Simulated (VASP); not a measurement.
# Be2Co (Fmmm) in VASP: reference runs

How does Be2Co come out in PBE? The cell is run as given.

All numbers are computed with VASP 6.6.1; they aren't measurements. Logs are shortened: lines on timing, memory, paths and dates and some standing lists are left out, and cuts for length are marked.

## Step 1: The crystal as given

The structure is orthorhombic, space group Fmmm (No. 69). The conventional cell has a = 2.677 Å, b = 3.839 Å, c = 10.665 Å, α = 90.00°, β = 90.00°, γ = 90.00°. Co (site symmetry mmm) is surrounded by 4 Be at 2.20 Å and 4 Co at 2.34 Å. Be (site symmetry mm2) is surrounded by 2 Co at 2.20 Å and 6 Be at 2.27 to 2.34 Å.

The cell comes from a database or a generator and needn't be the stable form of this composition.

## Step 2: Single point, PBE, collinear spin, ferromagnetic start

File INCAR:

```
PREC = Accurate
ENCUT = 520
EDIFF = 1E-7
ISMEAR = -1
SIGMA = 0.05
LREAL = False
LASPH = True
NELM = 150
ALGO = Normal
ISIF = 2
LWAVE = False
LCHARG = False
ISPIN = 2
MAGMOM = 2 0 0
LORBIT = 11
LMAXMIX = 4
GGA = PE
NBANDS = 18
```

File KPOINTS:

```
Automatic mesh
0
Gamma
  12 12 12
```

File POSCAR:

```
Be2Co
1.0
    0.0000000000      1.9194920000      5.3325430000
    1.3384940000      0.0000000000      5.3325430000
    1.3384940000      1.9194920000      0.0000000000
Co Be
1 2
Direct
    0.0000000000      0.0000000000      0.0000000000
    0.6639420000      0.6639420000      0.3360580000
    0.3360580000      0.3360580000      0.6639420000
```

Potentials or basis: VASP PAW PBE potentials, release 64 (Co, Be).

The run is started by

```sh
$ cat potpaw_PBE.64/Co/POTCAR potpaw_PBE.64/Be/POTCAR > POTCAR
$ mpirun -np 1 vasp_std > vasp.out
```

OUTCAR:

```text
PREC = Accurate
   ENCUT = 520
   EDIFF = 1E-7
   ISMEAR = -1
   LREAL = False
   LASPH = True
   NELM = 150
   ISIF = 2
   ISPIN = 2
   LORBIT = 11
   GGA = PE

 ion  position               nearest neighbor table
   1  0.000  0.000  0.000-   2 2.20   2 2.20   3 2.20   3 2.20   3 2.60   2 2.60   2 2.60   3 2.60

   2  0.664  0.664  0.336-   1 2.20   1 2.20   3 2.27   3 2.27   1 2.60   1 2.60
   3  0.336  0.336  0.664-   1 2.20   1 2.20   2 2.27   2 2.27   1 2.60   1 2.60

  LATTYP: Found a face centered orthorhombic cell.
 ALAT       =     2.6769880000
 B/A-ratio  =     1.4340684381
 C/A-ratio  =     3.9839872274

  Lattice vectors:

 A1 = (   0.0000000000,   1.9194920000,   5.3325430000)
 A2 = (   1.3384940000,   0.0000000000,   5.3325430000)
 A3 = (   1.3384940000,   1.9194920000,   0.0000000000)

Analysis of symmetry for initial positions (statically):
=====================================================================
 Subroutine PRICEL returns:
 Original cell was already a primitive cell.

 Routine SETGRP: Setting up the symmetry group for a
 face centered orthorhombic supercell.

 Subroutine GETGRP returns: Found  8 space group operations
 (whereof  8 operations were pure point group operations)
 out of a pool of  8 trial point group operations.

The static configuration has the point symmetry D_2h.

Analysis of symmetry for dynamics (positions and initial velocities):
=====================================================================
 Subroutine PRICEL returns:
 Original cell was already a primitive cell.

 Routine SETGRP: Setting up the symmetry group for a
 face centered orthorhombic supercell.

 Subroutine GETGRP returns: Found  8 space group operations
 (whereof  8 operations were pure point group operations)
 out of a pool of  8 trial point group operations.

The dynamic configuration has the point symmetry D_2h.

Analysis of structural, dynamic, and magnetic symmetry:
=====================================================================
 Subroutine PRICEL returns:
 Original cell was already a primitive cell.

 Routine SETGRP: Setting up the symmetry group for a
 face centered orthorhombic supercell.

 Subroutine GETGRP returns: Found  8 space group operations
 (whereof  8 operations were pure point group operations)
 out of a pool of  8 trial point group operations.

The overall configuration has the point symmetry D_2h.

 Subroutine INISYM returns: Found  8 space group operations
 (whereof  8 operations are pure point group operations),
 and found     1 'primitive' translations

----------------------------------------------------------------------------------------

                                     Primitive cell

  volume of cell :      27.4010

  direct lattice vectors                    reciprocal lattice vectors
     0.000000000  1.919492000  5.332543000    -0.373554159  0.260485587  0.093763895
     1.338494000  0.000000000  5.332543000     0.373554159 -0.260485587  0.093763895
     1.338494000  1.919492000  0.000000000     0.373554159  0.260485587 -0.093763895

  length of vectors
     5.667491895  5.497961535  2.340088829     0.464959265  0.464959265  0.464959265

  position of ions in fractional coordinates (direct lattice)
     0.000000000  0.000000000  0.000000000
     0.663942000  0.663942000  0.336058000
     0.336058000  0.336058000  0.663942000

  ion indices of the primitive-cell ions
   primitive index   ion index
                 1           1
                 2           2
                 3           3

----------------------------------------------------------------------------------------

 KPOINTS: Automatic mesh

Automatic generation of k-mesh.
 Grid dimensions read from file:
 generate k-points for:   12   12   12

 Generating k-lattice:

  Cartesian coordinates                     Fractional coordinates (reciprocal lattice)
    -0.031129513  0.021707132  0.007813658     0.083333333  0.000000000  0.000000000
     0.031129513 -0.021707132  0.007813658    -0.000000000  0.083333333 -0.000000000
     0.031129513  0.021707132 -0.007813658     0.000000000  0.000000000  0.083333333

  Length of vectors
     0.038746605  0.038746605  0.038746605

  Shift w.r.t. Gamma in fractional coordinates (k-lattice)
     0.000000000  0.000000000  0.000000000

 Subroutine IBZKPT returns following result:
 ===========================================

 Found    280 irreducible k-points:

 Following reciprocal coordinates:
            Coordinates               Weight
  0.000000  0.000000  0.000000      1.000000
  0.083333  0.000000  0.000000      8.000000
  0.166667  0.000000  0.000000      8.000000
  0.250000  0.000000  0.000000      8.000000
  0.333333  0.000000  0.000000      8.000000
  0.416667  0.000000 -0.000000      8.000000
[... 16 lines left out ...]
  0.500000  0.166667 -0.000000      8.000000
 -0.416667  0.166667  0.000000      8.000000
 [... further k-points ...]
   k-points           NKPTS =    280   k-points in BZ     NKDIM =    280   number of bands    NBANDS=     18
   number of dos      NEDOS =    301   number of ions     NIONS =      3
   total plane-waves  NPLWV =  31752
   dimension x,y,z NGX =    42 NGY =   42 NGZ =   18
   dimension x,y,z NGXF=    84 NGYF=   84 NGZF=   36
   ions per type =               1   2
   NGX,Y,Z   is equivalent  to a cutoff of  12.32, 12.70, 12.79 a.u.
   NGXF,Y,Z  is equivalent  to a cutoff of  24.64, 25.40, 25.58 a.u.
 SYSTEM =  unknown system
   PREC   = accura    normal or accurate (medium, high low for compatibility)
   ISTART =      0    job   : 0-new  1-cont  2-samecut
   ICHARG =      2    charge: 1-file 2-atom 10-const
   ISPIN  =      2    spin polarized calculation?
   LNONCOLLINEAR =      F non collinear calculations
   LSORBIT =      F    spin-orbit coupling
   LASPH  =      T    aspherical Exc in radial PAW
   ENCUT  =  520.0 eV  38.22 Ry    6.18 a.u.  10.54 10.22  4.35*2*pi/ulx,y,z
   NELM   =    150;   NELMIN=  2; NELMDL= -5     # of ELM steps
   EDIFF  = 0.1E-06   stopping-criterion for ELM
   LREAL  =      F    real-space projection
   EDIFFG = 0.1E-05   stopping-criterion for IOM
   NSW    =      0    number of steps for IOM
   IBRION =     -1    ionic relax: 0-MD 1-quasi-New 2-CG
   NFREE  =      0    steps in history (QN), initial steepest desc. (CG)
   ISIF   =      2    stress and relaxation
   ISYM   =      2    0-nonsym 1-usesym 2-fastsym
   POTIM  = 0.5000    time-step for ionic-motion
   TEBEG  =    0.0;   TEEND  =   0.0 temperature during run
   PSTRESS=    0.0 pullay stress
   NELECT =      13.0000    total number of electrons
   NUPDOWN=      -1.0000    fix difference up-down
   EMIN   =  10.00;   EMAX   =-10.00  energy-range for DOS
   EFERMI =   0.00;   METHOD = LEGACY
   ISMEAR =    -1;   SIGMA  =   0.05  broadening in eV -4-tet -1-fermi 0-gaus
   EFERMI_NEDOS =   21; number of points for ismear=-14 and -15
   IALGO  =     38    algorithm
   IMIX   =      4    mixing-type and parameters
     AMIX     =   0.40;   BMIX     =  1.00
     AMIX_MAG =   1.60;   BMIX_MAG =  1.00
  volume/ion in A,a.u.               =       9.13        61.64
  Fermi-wavevector in a.u.,A,eV,Ry     =   1.276831  2.412862 22.181560  1.630299
  Thomas-Fermi vector in A             =   2.409465
   LORBIT       =     11    0 simple, 1 ext, 2 COOP (PROOUT), +10 PAW based schemes
   GGA     = PE    functional components
   LHFCALC =     F    Hartree Fock is set to
   AEXX    =    0.0000 exact exchange contribution
   IVDW    =     0    specifies the selected vdW correction
   LEPSILON=     F    determine dielectric tensor
   LRPA    =     F    only Hartree local field effects (RPA)
 spin polarized calculation
  energy-cutoff  :      520.00
  volume of cell :       27.40
 maximum number of plane-waves:       751
   NGX = 21   NGY = 21   NGZ =  9

 number of electron      13.0000002 magnetization       1.0444585

 Free energy of the ion-electron system (eV)
  ---------------------------------------------------
  ext. energy  EPLUGINS =         0.00000000
  ---------------------------------------------------
  free energy    TOTEN  =       -14.61137613 eV

  energy without entropy =      -14.59342170  energy(sigma->0) =      -14.60239892

 E-fermi :   7.9285     XC(G=0): -11.5966

 val. band max:        7.9226679052   @ k =  -0.4167   0.2500   0.2500
 cond. band min:       7.9303611990   @ k =  -0.0833   0.0833   0.1667
 fundamental gap:      0.0076932939
 Fermi energy:         7.9285135770

 spin component 1

 k-point     1 :       0.0000    0.0000    0.0000
  band No.  band energies     occupation
      1      -2.1770      1.00000
      2       1.5560      1.00000
      3       2.6127      1.00000
      4       4.7313      1.00000
      5       5.2757      1.00000
      6       6.4358      1.00000
[... 10 lines left out ...]
     17      30.9993      0.00000
     18      31.8501      0.00000

 k-point     2 :       0.0833    0.0000    0.0000
  band No.  band energies     occupation
      1      -1.9853      1.00000
      2       1.6820      1.00000
      3       2.7546      1.00000
      4       4.7541      1.00000
      5       5.3650      1.00000
      6       6.4311      1.00000
[... 10 lines left out ...]
     17      30.1381      0.00000
     18      32.0781      0.00000

 k-point     3 :       0.1667    0.0000    0.0000
  band No.  band energies     occupation
      1      -1.4212      1.00000
      2       2.0229      1.00000
      3       3.1659      1.00000
      4       4.7765      1.00000
      5       5.5916      1.00000
      6       6.4687      1.00000
[... 412 lines left out ...]
 k-point    23 :       0.5000    0.1667   -0.0000
  band No.  band energies     occupation
      1       0.9831      1.00000
      2       2.3598      1.00000
      3       4.2000      1.00000
      4       4.7371      1.00000
      5       5.5701      1.00000
      6       6.8011      1.00000
[... 10 lines left out ...]
     17      27.9764      0.00000
     18      30.4350      0.00000

 k-point    24 :      -0.4167    0.1667    0.0000
  band No.  band energies     occupation
      1       2.2939      1.00000
      2       3.0014      1.00000
      3       4.1653      1.00000
      4       4.6134      1.00000
      5       5.8586      1.00000
      6       6.7714      1.00000
[... 10 lines left out ...]
     17      27.7407      0.00000
     18      29.3284      0.00000

 [... further k-points ...]

 spin component 2

 k-point     1 :       0.0000    0.0000    0.0000
  band No.  band energies     occupation
      1      -2.1585      1.00000
      2       1.6947      1.00000
      3       2.5589      1.00000
      4       5.6657      1.00000
      5       5.9632      1.00000
      6       7.6446      0.99659
[... 10 lines left out ...]
     17      31.0326      0.00000
     18      31.9316      0.00000

 k-point     2 :       0.0833    0.0000    0.0000
  band No.  band energies     occupation
      1      -1.9665      1.00000
      2       1.7973      1.00000
      3       2.7497      1.00000
      4       5.6813      1.00000
      5       6.0533      1.00000
      6       7.6131      0.99818
[... 10 lines left out ...]
     17      30.2561      0.00000
     18      32.1108      0.00000

 k-point     3 :       0.1667    0.0000    0.0000
  band No.  band energies     occupation
      1      -1.4007      1.00000
      2       2.0993      1.00000
      3       3.2869      1.00000
      4       5.6689      1.00000
      5       6.3073      1.00000
      6       7.5556      0.99942
[... 412 lines left out ...]
 k-point    23 :       0.5000    0.1667   -0.0000
  band No.  band energies     occupation
      1       1.0307      1.00000
      2       2.4661      1.00000
      3       4.8476      1.00000
      4       5.3659      1.00000
      5       6.2491      1.00000
      6       8.0232      0.13072
[... 10 lines left out ...]
     17      28.0562      0.00000
     18      30.4515      0.00000

 k-point    24 :      -0.4167    0.1667    0.0000
  band No.  band energies     occupation
      1       2.4206      1.00000
      2       3.2835      1.00000
      3       4.7371      1.00000
      4       5.1787      1.00000
      5       6.0984      1.00000
      6       7.9762      0.27812
[... 10 lines left out ...]
     17      27.8142      0.00000
     18      29.3497      0.00000

 [... further k-points ...]
[... 5 lines left out ...]
  --------------------------------------------------------------------------------------
  -------------------------------------------------------------------------------------
  Total        0.1434879     -0.5315264      0.1240594     -0.0000000      0.0000000      0.0000000
  in kB        8.3899401    -31.0790905      7.2539240     -0.0000000      0.0000000      0.0000000
  external PRESSURE =      -5.1450755 kB  Pullay stress =       0.0000000 kB

 VOLUME and BASIS-vectors are now :
 -----------------------------------------------------------------------------
  energy-cutoff  :      520.00
  volume of cell :       27.40
      direct lattice vectors                 reciprocal lattice vectors
     0.000000000  1.919492000  5.332543000    -0.373554159  0.260485587  0.093763895
     1.338494000  0.000000000  5.332543000     0.373554159 -0.260485587  0.093763895
     1.338494000  1.919492000  0.000000000     0.373554159  0.260485587 -0.093763895

 POSITION                                       TOTAL-FORCE (eV/Angst)
 -----------------------------------------------------------------------------------
      0.00000      0.00000      0.00000         0.000000      0.000000      0.000000
      1.33849      1.91949      7.08100         0.000000      0.000000      0.069176
      1.33849      1.91949      3.58409         0.000000      0.000000     -0.069176
 -----------------------------------------------------------------------------------
    total drift:                               -0.000000      0.000000     -0.000000

  FREE ENERGIE OF THE ION-ELECTRON SYSTEM (eV)
  ---------------------------------------------------
  free  energy   TOTEN  =       -14.6113761344 eV

  energy  without entropy=      -14.5934216960  energy(sigma->0) =      -14.60239892

 total charge

# of ion       s       p       d       tot
------------------------------------------
    1        0.510   0.616   7.382   8.508
    2        0.407   0.650   0.000   1.057
    3        0.407   0.650   0.000   1.057
--------------------------------------------------
tot          1.325   1.915   7.382  10.622

 magnetization (x)

# of ion       s       p       d       tot
------------------------------------------
    1        0.001  -0.009   1.075   1.067
    2       -0.001  -0.011   0.000  -0.012
    3       -0.001  -0.011   0.000  -0.012
--------------------------------------------------
tot         -0.001  -0.031   1.075   1.043
```

It took 6.6 min on 1 thread of AMD EPYC 9R45 (Zen 5), shared host; peak memory 0.33 GiB.

What came out:

```yaml
Free_energy: -14.6114 eV
Pressure: -0.5 GPa
Largest_force: 0.069 eV/Å
Band_gap_on_the_k_mesh: none (metal or under the smearing width)
Net_moment: 1.04 μB per cell
Site_moments: Co +1.07; Be -0.01 μB
Valence_electrons_inside_the_program's_atomic_spheres: Co 8.51; Be 1.06
```

Forces on the atoms (eV/Å):
```
Co   0.000  0.000  0.000
Be   0.000  0.000  0.069
Be   0.000  0.000 -0.069
```

Stress tensor (GPa, compression positive):
```
 0.84  0.00  0.00
 0.00 -3.11  0.00
 0.00  0.00  0.73
```

Levels at points of the mesh, in eV from the Fermi level:
Spin up:
```csv
k point,band 4,band 5,band 6,band 7,band 8,band 9,band 10,band 11
"(0.00, 0.00, 0.00)",-3.20,-2.65,-1.49,-1.10,-0.94,8.90,11.40,12.41
"(0.50, 0.00, 0.00)",-3.53,-1.67,-1.17,-0.87,-0.16,3.94,4.51,7.10
"(0.50, 0.50, 0.00)",-3.20,-1.68,-1.52,-1.09,-0.94,4.97,11.83,14.41
"(0.50, 0.00, 0.50)",-2.11,-1.94,0.13,1.91,3.24,4.43,4.57,6.06
"(0.00, 0.50, 0.50)",-1.80,-0.81,-0.64,0.13,1.28,5.02,5.34,6.21
```
Spin down:
| k point | band 3 | band 4 | band 5 | band 6 | band 7 | band 8 | band 9 | band 10 |
| --- | --- | --- | --- | --- | --- | --- | --- | --- |
| (0.00, 0.00, 0.00) | -5.37 | -2.26 | -1.97 | -0.28 | -0.02 | 0.47 | 8.91 | 11.64 |
| (0.50, 0.00, 0.00) | -3.51 | -3.00 | -1.70 | 0.00 | 0.42 | 0.74 | 4.37 | 4.54 |
| (0.50, 0.50, 0.00) | -3.11 | -2.26 | -1.71 | -0.28 | -0.08 | 0.47 | 5.30 | 11.81 |
| (0.50, 0.00, 0.50) | -3.15 | -1.40 | -1.17 | 1.26 | 2.10 | 3.67 | 4.52 | 4.54 |
| (0.00, 0.50, 0.50) | -1.34 | -0.93 | -0.82 | 0.02 | 1.26 | 1.29 | 5.01 | 5.79 |
